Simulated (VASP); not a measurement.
Computed with HSE06 screened hybrid, VASP's PBE PAW potentials (set 64) (plane waves; VASP 6.6.1).

The input files of a VASP run:

### INCAR
```
SYSTEM = Al31As33
PREC = Normal; ENCUT = 400; LREAL = Auto
LASPH = .TRUE.; ISYM = 0; NELECT = 257.0
EDIFF = 1E-5; NELM = 50; NELMIN = 4
ALGO = Normal; LMAXMIX = 4
ISMEAR = 0; SIGMA = 0.05
GGA = PE; LHFCALC = .TRUE.; AEXX = 0.25
HFSCREEN = 0.2; PRECFOCK = Fast
ISPIN = 2; MAGMOM = 64*0.0156; NUPDOWN = 1
ISIF = 0
LWAVE = .FALSE.; LCHARG = .FALSE.; LORBIT = 10
```

**POSCAR**
```
Al31As33
1
   11.4648462108     0.0000000000     0.0000000000
    0.0000000000    11.4648462108     0.0000000000
    0.0000000000     0.0000000000    11.4648462108
Al As
31 33
Direct
  0.5000080601   0.0001039594   0.0001566777
  0.7503403678   0.2495723730   0.0005520123
  0.7503051020   0.0003108331   0.2498097666
  0.9999987781   0.0000377176   0.0000023352
  0.2498306949   0.2497752874   0.9998986853
  0.4999811151   0.4999603465   0.0001815003
  0.7503153452   0.7503361260   0.9996718873
  0.2498207285   0.9999904381   0.2498276254
  0.4975692351   0.2482406589   0.2482799783
  0.7522555649   0.5030223120   0.2479620875
  0.4999828668   0.0000680163   0.4999812808
  0.7521927580   0.2479134228   0.5028989857
  0.7503107141   0.9997042560   0.7503224533
  0.9999327311   0.5000384407   0.0002103668
  0.2496071728   0.7504506290   0.0005138593
  0.9998081335   0.2497985130   0.2498129312
  0.2480326094   0.4973885601   0.2480133225
  0.5029041235   0.7523059870   0.2478826301
  0.9999101956   0.9999955661   0.5000275557
  0.2479277643   0.2479849123   0.4975149838
  0.7518767291   0.7518651631   0.4975680969
  0.2496758479   0.0003783559   0.7503579464
  0.5027810600   0.2477913501   0.7523907047
  0.7523211574   0.4969187419   0.7524721893
  0.0003030880   0.7503881646   0.2497690531
  0.0000370147   0.4999834664   0.4999651430
  0.2478307282   0.7523129271   0.5028079767
  0.0004143961   0.2496155836   0.7503821063
  0.2473923448   0.5032112607   0.7527058847
  0.4971115690   0.7522656206   0.7523746082
  0.9995792172   0.7504405628   0.7503053048
  0.6252437571   0.1252322808   0.1254474123
  0.8747727302   0.3747675004   0.1253551353
  0.8748262864   0.1252421628   0.3747427662
  0.1250291564   0.1250731463   0.1250545763
  0.3750122632   0.3749710928   0.1246145854
  0.6250905652   0.6251256915   0.1244574676
  0.8749566134   0.8749840077   0.1250378488
  0.3750232437   0.1246628596   0.3750492331
  0.6295292068   0.3710932927   0.3711413505
  0.8755928260   0.6251933921   0.3750466794
  0.6250367068   0.1244306330   0.6250948924
  0.8757985763   0.3749110729   0.6251454112
  0.8749616295   0.1250140831   0.8749947587
  0.1251493769   0.6252947664   0.1252877506
  0.3747188985   0.8749386263   0.1253021996
  0.1245554470   0.3749881548   0.3749837235
  0.3707425786   0.6296693885   0.3707353283
  0.6251250544   0.8755396067   0.3750624348
  0.1251547214   0.1251018728   0.6253073941
  0.3700940714   0.3705803913   0.6303052998
  0.4997114245   0.4999823620   0.5006394172
  0.6293128851   0.6290962061   0.6299977822
  0.8746988501   0.8747994058   0.6252858522
  0.3746835668   0.1251401343   0.8749527373
  0.6251087370   0.3748403850   0.8759006483
  0.8748918113   0.6253179269   0.8749025761
  0.1251970744   0.8749692947   0.3747130200
  0.1242661953   0.6252142420   0.6250687836
  0.3749447502   0.8757079355   0.6251196094
  0.1250839032   0.3747107970   0.8750801685
  0.3748762752   0.6252193806   0.8759270439
  0.6252947632   0.8749299206   0.8749167481
  0.1250058411   0.8749884344   0.8749814265
```

### KPOINTS
```
Automatic mesh
0
G
  1 1 1
0 0 0
```

POTCAR, in this order: Al As (PBE.64 set). Program: vasp_gam. Read from the step before: WAVECAR.

The run wrote:

File OSZICAR:
```
       N       E                     dE             d eps       ncg     rms          rms(c)
DAV:   1    -0.351858620291E+03   -0.35186E+03   -0.22156E+01   742   0.100E+01    0.426E+01
DAV:   2    -0.352036970341E+03   -0.17835E+00   -0.76415E-01   768   0.192E+00    0.335E+01
DAV:   3    -0.352008086060E+03    0.28884E-01   -0.24111E-02   752   0.321E-01    0.209E+01
DAV:   4    -0.351996515469E+03    0.11571E-01   -0.59181E-03   702   0.138E-01    0.124E+01
DAV:   5    -0.351992594603E+03    0.39209E-02   -0.15164E-03   702   0.700E-02    0.733E+00
DAV:   6    -0.351991234512E+03    0.13601E-02   -0.42161E-04   702   0.395E-02    0.428E+00
DAV:   7    -0.351990787572E+03    0.44694E-03   -0.15315E-04   718   0.245E-02    0.245E+00
DAV:   8    -0.351990651153E+03    0.13642E-03   -0.49783E-05   582   0.144E-02    0.140E+00
DAV:   9    -0.351990614783E+03    0.36370E-04   -0.17432E-05   406   0.949E-03    0.815E-01
DAV:  10    -0.351990612035E+03    0.27480E-05   -0.86354E-06   374   0.698E-03
   1 F= -.35199061E+03 E0= -.35199061E+03  d E =-.385424E-11  mag=     1.0000
```

**OUTCAR**
```
------------------------ aborting loop because EDIFF is reached ----------------------------------------
  volume of cell :     1506.97
      direct lattice vectors                 reciprocal lattice vectors
    11.464846211  0.000000000  0.000000000     0.087223150  0.000000000  0.000000000
     0.000000000 11.464846211  0.000000000     0.000000000  0.087223150  0.000000000
     0.000000000  0.000000000 11.464846211     0.000000000  0.000000000  0.087223150
  FREE ENERGIE OF THE ION-ELECTRON SYSTEM (eV)
  ---------------------------------------------------
  free  energy   TOTEN  =      -351.9906120346 eV

  energy  without entropy=     -351.9906120345  energy(sigma->0) =     -351.99061203

  exchange ACFDT corr.  =         0.00000000  see jH, gK, PRB 81, 115126

 total charge

# of ion       s       p       d       tot
------------------------------------------
    1        0.453   0.366   0.000   0.819
    2        0.446   0.371   0.000   0.818
    3        0.446   0.371   0.000   0.817
    4        0.447   0.370   0.000   0.817
    5        0.446   0.371   0.000   0.817
    6        0.447   0.371   0.000   0.818
    7        0.446   0.371   0.000   0.818
    8        0.446   0.371   0.000   0.817
    9        0.448   0.372   0.000   0.820
   10        0.448   0.372   0.000   0.820
   11        0.447   0.371   0.000   0.818
   12        0.448   0.372   0.000   0.820
   13        0.446   0.371   0.000   0.818
   14        0.453   0.366   0.000   0.819
   15        0.446   0.371   0.000   0.818
   16        0.446   0.371   0.000   0.817
   17        0.448   0.372   0.000   0.820
   18        0.448   0.372   0.000   0.821
   19        0.453   0.366   0.000   0.819
   20        0.448   0.372   0.000   0.820
   21        0.448   0.372   0.000   0.820
   22        0.446   0.371   0.000   0.818
   23        0.448   0.372   0.000   0.820
   24        0.448   0.372   0.000   0.820
   25        0.446   0.371   0.000   0.817
   26        0.447   0.371   0.000   0.818
   27        0.448   0.372   0.000   0.820
   28        0.446   0.371   0.000   0.818
   29        0.448   0.372   0.000   0.821
   30        0.448   0.372   0.000   0.820
   31        0.446   0.371   0.000   0.818
   32        1.200   1.711   0.023   2.934
   33        1.200   1.710   0.023   2.934
   34        1.200   1.710   0.023   2.933
   35        1.197   1.712   0.023   2.932
   36        1.197   1.717   0.023   2.938
   37        1.197   1.717   0.023   2.938
   38        1.197   1.712   0.023   2.932
   39        1.197   1.717   0.023   2.938
   40        1.225   1.614   0.027   2.866
   41        1.197   1.717   0.023   2.938
   42        1.197   1.717   0.023   2.938
   43        1.197   1.717   0.023   2.938
   44        1.197   1.712   0.023   2.932
   45        1.200   1.711   0.023   2.933
   46        1.200   1.710   0.023   2.933
   47        1.197   1.717   0.023   2.938
   48        1.225   1.614   0.027   2.866
   49        1.197   1.717   0.023   2.938
   50        1.200   1.711   0.023   2.934
   51        1.225   1.613   0.027   2.866
   52        1.328   1.316   0.046   2.690
   53        1.225   1.614   0.027   2.866
   54        1.200   1.711   0.023   2.934
   55        1.200   1.711   0.023   2.934
   56        1.197   1.717   0.023   2.938
   57        1.200   1.711   0.023   2.934
   58        1.200   1.710   0.023   2.933
   59        1.197   1.717   0.023   2.938
   60        1.197   1.717   0.023   2.938
   61        1.200   1.711   0.023   2.934
   62        1.197   1.717   0.023   2.938
   63        1.200   1.711   0.023   2.934
   64        1.197   1.712   0.023   2.932
--------------------------------------------------
tot         53.666  67.252   0.805 121.723

 magnetization (x)

# of ion       s       p       d       tot
------------------------------------------
    1        0.011   0.001   0.000   0.012
    2       -0.000  -0.000   0.000  -0.000
    3       -0.000  -0.000   0.000  -0.000
    4        0.000  -0.000   0.000   0.000
    5       -0.000  -0.000   0.000  -0.000
    6        0.000   0.000   0.000   0.000
    7       -0.000  -0.000   0.000  -0.000
    8       -0.000  -0.000   0.000  -0.000
    9       -0.000   0.000   0.000  -0.000
   10       -0.000   0.000   0.000   0.000
   11        0.000   0.000   0.000   0.000
   12       -0.000   0.000   0.000  -0.000
   13       -0.000  -0.000   0.000  -0.000
   14        0.011   0.001   0.000   0.012
   15       -0.000  -0.000   0.000  -0.000
   16       -0.000  -0.000   0.000  -0.000
   17       -0.000   0.000   0.000  -0.000
   18       -0.000   0.000   0.000  -0.000
   19        0.011   0.001   0.000   0.012
   20       -0.000  -0.000   0.000  -0.000
   21       -0.000   0.000   0.000  -0.000
...
```
(Selected blocks of OUTCAR.)

The cell is charged, with a uniform compensating background. The supercell is sampled at Γ alone, which is coarse: total energies, pressure and levels can be off, energies of defects by several tenths of an eV.

The cell is a supercell with a defect, built from AlAs (zinc blende): As_Al, charge +1. The cell's shape comes from a PBE relaxation.
